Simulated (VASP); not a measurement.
Calculation: PBEsol GGA, VASP's PBE PAW potentials (set 64) (plane waves; VASP 6.6.1).

A VASP calculation is set up with these files.

File POSCAR:
```
ZrC
1.0
  0.0000000000   2.3500000000   2.3500000000
  2.3500000000   0.0000000000   2.3500000000
  2.3500000000   2.3500000000   0.0000000000
Zr C
1 1
Cart
  0.0000000000   0.0000000000   0.0000000000
  2.3500000000   2.3500000000   2.3500000000
```

INCAR:
```
ALGO  =  Normal
EDIFF  =  1E-6
EDIFFG  =  -0.01
ENCUT  =  530
GGA  =  PS
IBRION  =  2
ISIF  =  3
ISMEAR  =  1
LASPH  =  .TRUE.
LCHARG  =  .FALSE.
LMAXMIX  =  4
LREAL  =  .FALSE.
LWAVE  =  .FALSE.
NELM  =  100
NSW  =  60
PREC  =  Accurate
SIGMA  =  0.1
SYSTEM  =  ZrC
```

**KPOINTS**
```
Automatic mesh
0
Gamma
12 12 12
0 0 0
```

POTCAR, in this order: Zr_sv C (PBE.64 set). Program: vasp_std.

**Question.** What will the output report for the number of irreducible k-points (NKPTS), largest plane-wave count, number of space-group operations, FFT grid (NGX, NGY, NGZ)?

**Answer.** 
```yaml
number of irreducible k-points (NKPTS): 72
largest_plane_wave_count: 745
number_of_space_group_operations: 48
FFT grid (NGX, NGY, NGZ): 28 × 28 × 28
```

The compound is ZrC in the rock salt structure. This run relaxes it. Symmetry was kept, so distortions that lower it aren't found.
